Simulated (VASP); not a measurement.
# LiF (Griceite): the relaxed cell at several levels

Which functional gives the lattice of LiF (Griceite) as experiment finds it, and is a dearer one worth its cost? The levels: LDA, PBE, r2SCAN, PBE + D3(BJ), r2SCAN + rVV10, AM05, SCAN and PBE + D4. The start is a cell from a database of measured crystal structures.

Main program and level: VASP 6.6.1; LDA; plane waves and PAW (Li_sv, F), in the first sound run; inputs show where later runs differ.

## Step 1: Starting point

Before any relaxation, the start is as follows. The structure is cubic, space group Fm-3m (No. 225). Conventional cell: a = 4.028 Å, b = 4.028 Å, c = 4.028 Å, α = 90.00°, β = 90.00°, γ = 90.00°. Nearest to Li lie 6 F at 2.01 Å. Nearest to F lie 6 Li at 2.01 Å. Farther neighbours and most contacts between anions are not listed.

Coordinates:

```xyz
2
Lattice="0.0000 2.0140 2.0140 2.0140 0.0000 2.0140 2.0140 2.0140 0.0000" Properties=species:S:1:pos:R:3 pbc="T T T"
Li    0.0000    0.0000    0.0000
F     2.0140    2.0140    2.0140
```

## Step 2: Relaxation with LDA

Properties are meant for the cell that this level of theory prefers, so cell and atoms are relaxed first (ISIF = 3) until forces and stress are small; EDIFFG sets the threshold. LDA, the lowest rung, knows the local density alone.

INCAR reads:

```
SYSTEM = LiF
PREC = Accurate
ENCUT = 700
EDIFF = 1E-06
NELM = 100
ISMEAR = -1
SIGMA = 0.05
LREAL = .FALSE.
ALGO = Normal
GGA = CA
NBANDS = 11
LORBIT = 11
LWAVE = .FALSE.
LCHARG = .FALSE.
KPAR = 2
IBRION = 2
NSW = 60
ISIF = 3
EDIFFG = -0.01
```

POSCAR reads:

```
LiF
1.0
    0.0000000000      2.0140000000      2.0140000000
    2.0140000000      0.0000000000      2.0140000000
    2.0140000000      2.0140000000      0.0000000000
Li F
1 1
Direct
    0.0000000000      0.0000000000      0.0000000000
    0.5000000000      0.5000000000      0.5000000000
```

KPOINTS reads:

```
Automatic mesh
0
Gamma
11 11 11
0 0 0
```

The projector-augmented-wave data sets are Li_sv and F (PBE family, release 64).

The run is started by

```
$ mpirun -np 2 vasp_std
```

Output:

```text
[banner, memory and clock lines left out]
running    2 mpi-ranks, on    1 nodes
 distrk:  each k-point on    1 cores,    2 groups
 distr:  one band on    1 cores,    1 groups

 POSCAR found type information on POSCAR LiF
 POSCAR found :  2 types and       2 ions
|                                                                             |
|               ----> ADVICE to this user running VASP <----                  |
|                                                                             |
|     You enforced a specific xc type in the INCAR file but a different       |
|     [... a line on the potential file left out ...]
|     I HOPE YOU KNOW WHAT YOU ARE DOING!                                     |
|                                                                             |

 LDA part: xc-table for (Slater(with rela. corr.)+CA(PZ))
 , standard interpolation
 POSCAR, INCAR and KPOINTS ok, starting setup
 FFT: planning ... GRIDC
 FFT: planning ... GRID_SOFT
 FFT: planning ... GRID
 WAVECAR not read
 entering main loop
       N       E                     dE             d eps       ncg     rms          rms(c)
DAV:   1     0.414075370888E+02    0.41408E+02   -0.65521E+03  1232   0.115E+03
DAV:   2    -0.935573818279E+01   -0.50763E+02   -0.49518E+02  1456   0.221E+02
DAV:   3    -0.109130148965E+02   -0.15573E+01   -0.15523E+01  1570   0.342E+01
DAV:   4    -0.109292835430E+02   -0.16269E-01   -0.16267E-01  1590   0.384E+00
DAV:   5    -0.109294563830E+02   -0.17284E-03   -0.17284E-03  1618   0.261E-01    0.389E+00
DAV:   6    -0.105266739162E+02    0.40278E+00   -0.19455E+00  1406   0.909E+00    0.143E+00
DAV:   7    -0.105135349240E+02    0.13139E-01   -0.16384E-02  1700   0.123E+00    0.827E-01
DAV:   8    -0.105074042685E+02    0.61307E-02   -0.10959E-02  1768   0.119E+00    0.982E-02
DAV:   9    -0.105074110174E+02   -0.67489E-05   -0.10711E-03  1403   0.324E-01    0.411E-02
DAV:  10    -0.105074231105E+02   -0.12093E-04   -0.63208E-05  1652   0.632E-02    0.799E-03
DAV:  11    -0.105074222177E+02    0.89282E-06   -0.23535E-06  1517   0.173E-02
   1 F= -.10507422E+02 E0= -.10507422E+02  d E =-.105074E+02
 curvature:   0.00 expect dE= 0.000E+00 dE for cont linesearch  0.000E+00
 trial: gam= 0.00000 g(F)=  0.901E-59 g(S)=  0.336E-01 ort = 0.000E+00 (trialstep = 0.100E+01)
 search vector abs. value=  0.336E-01
 bond charge predicted
       N       E                     dE             d eps       ncg     rms          rms(c)
DAV:   1    -0.107619060557E+02   -0.25448E+00   -0.42345E+00  1265   0.182E+01    0.394E+00
DAV:   2    -0.105405189890E+02    0.22139E+00   -0.12160E+00  1352   0.773E+00    0.743E-01
DAV:   3    -0.105352949010E+02    0.52241E-02   -0.10799E-02  1494   0.102E+00    0.429E-01
DAV:   4    -0.105326653412E+02    0.26296E-02   -0.25650E-03  1776   0.453E-01    0.345E-02
DAV:   5    -0.105326668613E+02   -0.15202E-05   -0.16640E-04  1388   0.128E-01    0.101E-02
DAV:   6    -0.105326710868E+02   -0.42255E-05   -0.74827E-06  1546   0.239E-02    0.359E-03
DAV:   7    -0.105326709403E+02    0.14652E-06   -0.21449E-07   944   0.480E-03
   2 F= -.10532671E+02 E0= -.10532671E+02  d E =-.252487E-01
[...]
3 F= -.10539259E+02 E0= -.10539259E+02  d E =-.318366E-01
 curvature:  -0.91 expect dE=-0.106E-03 dE for cont linesearch -0.106E-03
 ZBRENT: extrapolating
 opt :   1.8068  next Energy=   -10.539358 (dE=-0.319E-01)
 bond charge predicted
       N       E                     dE             d eps       ncg     rms          rms(c)
DAV:   1    -0.105416703750E+02   -0.24115E-02   -0.43089E-02  1262   0.184E+00    0.394E-01
DAV:   2    -0.105394365014E+02    0.22339E-02   -0.11715E-02  1364   0.768E-01    0.745E-02
DAV:   3    -0.105393849921E+02    0.51509E-04   -0.89353E-05  1492   0.974E-02    0.417E-02
DAV:   4    -0.105393588914E+02    0.26101E-04   -0.24924E-05  1781   0.454E-02    0.322E-03
DAV:   5    -0.105393589454E+02   -0.53966E-07   -0.16797E-06  1259   0.131E-02
   4 F= -.10539359E+02 E0= -.10539359E+02  d E =-.319367E-01
 curvature:  -0.85 expect dE=-0.307E-07 dE for cont linesearch -0.307E-07
 trial: gam= 0.00000 g(F)=  0.741E-59 g(S)=  0.363E-07 ort =-0.349E-04 (trialstep = 0.116E+01)
 search vector abs. value=  0.364E-07
 reached required accuracy - stopping structural energy minimisation
```

Elapsed: 10 s, on 2 MPI ranks of Intel Xeon 6975P-C (Granite Rapids), shared host; peak memory 0.26 GiB.

The logs omit lines about the potential files and the build; timing stands in the text.

Parts of OUTCAR (step 2):

```text
ion  position               nearest neighbor table
   1  0.000  0.000  0.000-   2 2.01   2 2.01   2 2.01   2 2.01   2 2.01   2 2.01
   2  0.500  0.500  0.500-   1 2.01   1 2.01   1 2.01   1 2.01   1 2.01   1 2.01

  LATTYP: Found a face centered cubic cell.
 ALAT       =     4.0280000000

 Subroutine GETGRP returns: Found 48 space group operations
 (whereof 48 operations were pure point group operations)

The static configuration has the point symmetry O_h .

 Found     56 irreducible k-points:

   k-points           NKPTS =     56   k-points in BZ     NKDIM =     56   number of bands    NBANDS=     11

   dimension x,y,z NGX =    28 NGY =   28 NGZ =   28
   dimension x,y,z NGXF=    56 NGYF=   56 NGZF=   56

   ENCUT  =  700.0 eV  51.45 Ry    7.17 a.u.   6.14  6.14  6.14*2*pi/ulx,y,z

   NELECT =      10.0000    total number of electrons

 k-points in reciprocal lattice and weights: Automatic mesh
   0.00000000  0.00000000  0.00000000       0.001
   0.09090909  0.00000000  0.00000000       0.006
   0.18181818  0.00000000  0.00000000       0.006
   0.27272727  0.00000000  0.00000000       0.006
   0.36363636  0.00000000  0.00000000       0.006
   0.45454545  0.00000000  0.00000000       0.006
   0.09090909  0.09090909  0.00000000       0.005
   0.18181818  0.09090909  0.00000000       0.018
   0.27272727  0.09090909  0.00000000       0.018
[...]
-0.36363636  0.45454545  0.18181818       0.018
  -0.27272727  0.45454545  0.18181818       0.018

 average (electrostatic) potential at core
       1 -59.3426       2 -76.1864

 E-fermi :   0.3461

 k-point     1 :       0.0000    0.0000    0.0000
  band No.  band energies     occupation
      1     -40.2995      2.00000
      2     -20.6731      2.00000
      3      -0.8577      2.00000
      4      -0.8577      2.00000
      5      -0.8577      2.00000
      6       8.8395      0.00000
      7      23.5442      0.00000
      8      23.5442      0.00000
      9      23.5442      0.00000
     10      23.9726      0.00000
    ...

 k-point     2 :       0.0909    0.0000    0.0000
  band No.  band energies     occupation
      1     -40.2913      2.00000
      2     -20.6355      2.00000
      3      -1.1268      2.00000
      4      -0.8798      2.00000
      5      -0.8798      2.00000
      6       9.0732      0.00000
      7      21.0550      0.00000
      8      22.3840      0.00000
      9      22.3840      0.00000
     10      24.9396      0.00000
    ...

 k-point     3 :       0.1818    0.0000    0.0000
  band No.  band energies     occupation
      1     -40.2694      2.00000
      2     -20.5326      2.00000
      3      -1.7990      2.00000
      4      -0.9384      2.00000
      5      -0.9384      2.00000
      6       9.5918      0.00000
      7      18.6677      0.00000
      8      20.9301      0.00000
      9      20.9301      0.00000
     10      25.9421      0.00000
    ...

  Total        0.0007078      0.0007078      0.0007078     -0.0000000      0.0000000      0.0000000
  in kB        0.0759761      0.0759761      0.0759761     -0.0000000      0.0000000      0.0000000
  external PRESSURE =       0.0759761 kB  Pullay stress =       0.0000000 kB

  energy-cutoff  :      700.00
  volume of cell :       14.93
      direct lattice vectors                 reciprocal lattice vectors
    -0.000000000  1.954228992  1.954228992    -0.255855379  0.255855379  0.255855379
     1.954228992 -0.000000000  1.954228992     0.255855379 -0.255855379  0.255855379
     1.954228992  1.954228992  0.000000000     0.255855379  0.255855379 -0.255855379

 POSITION                                       TOTAL-FORCE (eV/Angst)
 -----------------------------------------------------------------------------------
      1.95423      1.95423      0.00000        -0.000000      0.000000      0.000000
      1.95423      1.95423      1.95423         0.000000     -0.000000     -0.000000
 -----------------------------------------------------------------------------------
    total drift:                                0.000000      0.000000      0.000000

  FREE ENERGIE OF THE ION-ELECTRON SYSTEM (eV)
  ---------------------------------------------------
  free  energy   TOTEN  =       -10.5393589454 eV

  energy  without entropy=      -10.5393589454  energy(sigma->0) =      -10.53935895

 reached required accuracy - stopping structural energy minimisation

 total charge
# of ion       s       p       d       tot
------------------------------------------
    1        2.025   0.077   0.000   2.102
    2        1.714   4.403   0.000   6.117
--------------------------------------------------
tot          3.739   4.480   0.000   8.219

[... 3 further parts left out ...]
```

CONTCAR:

```
LiF
   1.00000000000000
    -0.0000000000000000    1.9542289919492979    1.9542289919492979
     1.9542289919492979   -0.0000000000000000    1.9542289919492979
     1.9542289919492979    1.9542289919492979    0.0000000000000000
  Li              F
     1     1
Direct
     0.0000000000000000    0.0000000000000000    1.0000000000000000
     0.5000000000000000    0.5000000000000000    0.5000000000000000
```

The gap is read on the k-mesh alone, so it is an upper bound where the band edges lie off the mesh. The PAW data sets were made with PBE, though LDA sets exist; this is a small mismatch. After so large a change of volume the plane waves of the start cell no longer fit, so the final stress carries a basis-set error. The run keeps the 48 symmetry operations of its start, so it cannot find a distortion of lower symmetry.

Step by step:

```tsv
step	energy less that of the first step (eV)	largest force (eV/Å)	pressure (GPa)	volume (Å³)
1	0.0000	0.0000	-6.68	16.34
2	-0.0252	0.0000	-3.34	15.55
3	-0.0318	0.0000	-0.43	15.00
4	-0.0319	0.0000	0.01	14.93
```

```tsv
conventional cell, symmetrised	before	after	change
a (Å)	4.028	3.908	-3.0 %
b (Å)	4.028	3.908	-3.0 %
c (Å)	4.028	3.908	-3.0 %
volume (Å³/atom)	8.17	7.46	-8.6 %
```

Final coordinates:

```xyz
2
Lattice="0.0000 1.9542 1.9542 1.9542 0.0000 1.9542 1.9542 1.9542 0.0000" Properties=species:S:1:pos:R:3 pbc="T T T"
Li    0.0000    0.0000    0.0000
F     1.9542    1.9542    1.9542
```

This step gave:

| Item | Value |
| --- | --- |
| electrons | 10 |
| bands | 11 |
| irreducible k-points | 56 |
| symmetry operations | 48 |
| free energy (TOTEN) | -10.54 eV |
| Fermi energy | 0.3461 eV |
| pressure | 0.007598 GPa |
| metallic | no |
| valence top at k | -0.09091, 0.09091, 0 |
| conduction bottom at k | 0, 0, 0 |
| least direct gap at k | 0, 0, 0 |
| SCF cycles over all ionic steps | 30 |
| gap on the k-mesh | 9.697 eV |
| least direct gap on the k-mesh | 9.697 eV |

It ends with forces that vanish by symmetry and a pressure of 0.01 GPa. The volume lies -8.6 % from that of the database's start, which holds the thermal and zero-point expansion of its experiment. LDA is known to overbind. The conventional cell has a = 3.908 Å.

## Step 3: Relaxation with PBE

This step: PBE; plane waves and PAW (Li_sv, F) (VASP 6.6.1).

PBE, the usual starting point, adds the gradient of the density.

INCAR: that of step 2 with these lines changed.

```diff
@@ -9,3 +9,3 @@
 ALGO = Normal
-GGA = CA
+GGA = PE
 NBANDS = 11
```

POSCAR is that of step 2.

KPOINTS is that of step 2.

The run is started by

```
$ mpirun -np 2 vasp_std
```

Output:

```text
[banner, memory and clock lines left out]
running    2 mpi-ranks, on    1 nodes
 distrk:  each k-point on    1 cores,    2 groups
 distr:  one band on    1 cores,    1 groups

 POSCAR found type information on POSCAR LiF
 POSCAR found :  2 types and       2 ions
 LDA part: xc-table for (Slater+PW92), standard interpolation
 POSCAR, INCAR and KPOINTS ok, starting setup
 FFT: planning ... GRIDC
 FFT: planning ... GRID_SOFT
 FFT: planning ... GRID
 WAVECAR not read
 entering main loop
       N       E                     dE             d eps       ncg     rms          rms(c)
DAV:   1     0.428253492095E+02    0.42825E+02   -0.65920E+03  1240   0.115E+03
DAV:   2    -0.853117325630E+01   -0.51357E+02   -0.50102E+02  1439   0.224E+02
DAV:   3    -0.101340255292E+02   -0.16029E+01   -0.15979E+01  1589   0.350E+01
DAV:   4    -0.101506834870E+02   -0.16658E-01   -0.16656E-01  1581   0.391E+00
DAV:   5    -0.101508492075E+02   -0.16572E-03   -0.16572E-03  1611   0.249E-01    0.453E+00
DAV:   6    -0.963307804559E+01    0.51777E+00   -0.25745E+00  1391   0.107E+01    0.141E+00
DAV:   7    -0.963662831652E+01   -0.35503E-02   -0.20132E-02  1669   0.135E+00    0.871E-01
DAV:   8    -0.964267023861E+01   -0.60419E-02   -0.15940E-02  1603   0.148E+00    0.116E-01
DAV:   9    -0.964269337805E+01   -0.23139E-04   -0.98595E-04  1488   0.311E-01    0.454E-02
DAV:  10    -0.964279370259E+01   -0.10032E-03   -0.14812E-04  1423   0.105E-01    0.157E-02
DAV:  11    -0.964279262705E+01    0.10755E-05   -0.65853E-06  1678   0.264E-02    0.211E-03
DAV:  12    -0.964279278151E+01   -0.15446E-06   -0.45707E-07  1408   0.662E-03
   1 F= -.96427928E+01 E0= -.96427928E+01  d E =-.964279E+01
 curvature:   0.00 expect dE= 0.000E+00 dE for cont linesearch  0.000E+00
 trial: gam= 0.00000 g(F)=  0.261E-58 g(S)=  0.106E-02 ort = 0.000E+00 (trialstep = 0.100E+01)
 search vector abs. value=  0.106E-02
 bond charge predicted
       N       E                     dE             d eps       ncg     rms          rms(c)
DAV:   1    -0.965049414772E+01   -0.77015E-02   -0.12954E-01  1304   0.315E+00    0.683E-01
DAV:   2    -0.964379305570E+01    0.67011E-02   -0.35454E-02  1379   0.132E+00    0.129E-01
DAV:   3    -0.964365834974E+01    0.13471E-03   -0.23211E-04  1573   0.157E-01    0.723E-02
DAV:   4    -0.964358804162E+01    0.70308E-04   -0.74216E-05  1864   0.758E-02    0.497E-03
DAV:   5    -0.964358776193E+01    0.27969E-06   -0.29786E-06  1379   0.168E-02
   2 F= -.96435878E+01 E0= -.96435878E+01  d E =-.794980E-03
 trial-energy change:   -0.000795  1 .order   -0.000792   -0.001062   -0.000521
 step:   1.9643(harm=  1.9643)  dis= 0.00000  next Energy=    -9.643836 (dE=-0.104E-02)
 bond charge predicted
       N       E                     dE             d eps       ncg     rms          rms(c)
DAV:   1    -0.965022112055E+01   -0.66331E-02   -0.11989E-01  1271   0.303E+00    0.658E-01
DAV:   2    -0.964400058221E+01    0.62205E-02   -0.33178E-02  1358   0.128E+00    0.124E-01
DAV:   3    -0.964387563117E+01    0.12495E-03   -0.21549E-04  1534   0.151E-01    0.698E-02
DAV:   4    -0.964381024194E+01    0.65389E-04   -0.69244E-05  1852   0.730E-02    0.478E-03
DAV:   5    -0.964380993375E+01    0.30819E-06   -0.25111E-06  1374   0.157E-02
   3 F= -.96438099E+01 E0= -.96438099E+01  d E =-.101715E-02
 curvature:  -0.98 expect dE=-0.708E-06 dE for cont linesearch -0.708E-06
 trial: gam= 0.00000 g(F)=  0.147E-60 g(S)=  0.721E-06 ort =-0.277E-04 (trialstep = 0.119E+01)
 search vector abs. value=  0.721E-06
 reached required accuracy - stopping structural energy minimisation
```

Run time: 8.4 s. Hardware: 2 MPI ranks; peak memory 0.28 GiB.

From OUTCAR (step 3):

```text
The static configuration has the point symmetry O_h .

 Found     56 irreducible k-points:

   NELECT =      10.0000    total number of electrons

 E-fermi :  -0.0413

 k-point     1 :       0.0000    0.0000    0.0000
  band No.  band energies     occupation
      1     -42.0765      2.00000
      2     -21.0564      2.00000
      3      -1.1304      2.00000
      4      -1.1304      2.00000
      5      -1.1304      2.00000
      6       7.7993      0.00000
      7      22.6147      0.00000
      8      22.6147      0.00000
      9      22.6148      0.00000
     10      23.0299      0.00000
    ...

 k-point     2 :       0.0909    0.0000    0.0000
  band No.  band energies     occupation
      1     -42.0722      2.00000
      2     -21.0248      2.00000
      3      -1.3663      2.00000
      4      -1.1488      2.00000
      5      -1.1488      2.00000
      6       8.0452      0.00000
      7      20.2488      0.00000
      8      21.5284      0.00000
      9      21.5285      0.00000
     10      23.9434      0.00000
    ...

  Total       -0.0031558     -0.0031558     -0.0031558      0.0000000      0.0000000      0.0000000
  in kB       -0.3041978     -0.3041978     -0.3041978      0.0000000      0.0000000      0.0000000
  external PRESSURE =      -0.3041978 kB  Pullay stress =       0.0000000 kB

  energy-cutoff  :      700.00
  volume of cell :       16.62
      direct lattice vectors                 reciprocal lattice vectors
     0.000000000  2.025559033  2.025559033    -0.246845435  0.246845435  0.246845435
     2.025559033  0.000000000  2.025559033     0.246845435 -0.246845435  0.246845435
     2.025559033  2.025559033  0.000000000     0.246845435  0.246845435 -0.246845435

 POSITION                                       TOTAL-FORCE (eV/Angst)
 -----------------------------------------------------------------------------------
      0.00000      0.00000      0.00000        -0.000000      0.000000      0.000000
      2.02556      2.02556      2.02556         0.000000     -0.000000     -0.000000
 -----------------------------------------------------------------------------------
    total drift:                                0.000000      0.000000      0.000000

  FREE ENERGIE OF THE ION-ELECTRON SYSTEM (eV)
  ---------------------------------------------------
  free  energy   TOTEN  =        -9.6438099338 eV

  energy  without entropy=       -9.6438099337  energy(sigma->0) =       -9.64380993

 total charge
# of ion       s       p       d       tot
------------------------------------------
    1        2.016   0.046   0.000   2.062
    2        1.724   4.411   0.000   6.135
--------------------------------------------------
tot          3.740   4.457   0.000   8.197

[... 8 parts as in an earlier step ...]

[... 5 further parts left out ...]
```

Step by step:

```tsv
step	energy less that of the first step (eV)	largest force (eV/Å)	pressure (GPa)	volume (Å³)
1	0.0000	0.0000	1.19	16.34
2	-0.0008	0.0000	0.58	16.48
3	-0.0010	0.0000	-0.03	16.62
```

```tsv
conventional cell, symmetrised	before	after	change
a (Å)	4.028	4.051	+0.6 %
b (Å)	4.028	4.051	+0.6 %
c (Å)	4.028	4.051	+0.6 %
volume (Å³/atom)	8.17	8.31	+1.7 %
```

The relaxed structure:

```xyz
2
Lattice="0.0000 2.0256 2.0256 2.0256 0.0000 2.0256 2.0256 2.0256 0.0000" Properties=species:S:1:pos:R:3 pbc="T T T"
Li    0.0000    0.0000    0.0000
F     2.0256    2.0256    2.0256
```

This step gave:

```yaml
free_energy_toten: -9.644 eV
fermi_energy: -0.0413 eV
pressure: -0.03042 GPa
valence_top_at_k: 0, 0, 0
scf_cycles_over_all_ionic_steps: 22
gap_on_the_k_mesh: 8.930 eV
least_direct_gap_on_the_k_mesh: 8.930 eV
```

It ends at 8.311 Å³/atom, +1.7 % from the start, with -0.03 GPa left. The conventional cell has a = 4.051 Å.

(Part 1 of 3 ends here.)

[Lines on the potential files, build, host, timing and source positions are cut from VASP's logs without a mark.]

[Logs are printed without paths, hosts, clocks, repeated set-up lines and the standing remarks that a program may print on its own settings, such as how far it seeks lower states.]

[Hosts, paths, dates, database ids (printed as entryN), source tags and the programs' standing remarks are cut or masked in the printed files.]

[Measured values are set beside computed ones only where the two were judged alike; some that the calculation misses by far are left out.]

[In band tables of VASP the shares of atoms and orbitals are scaled to a sum of 1 inside the atoms' spheres.]
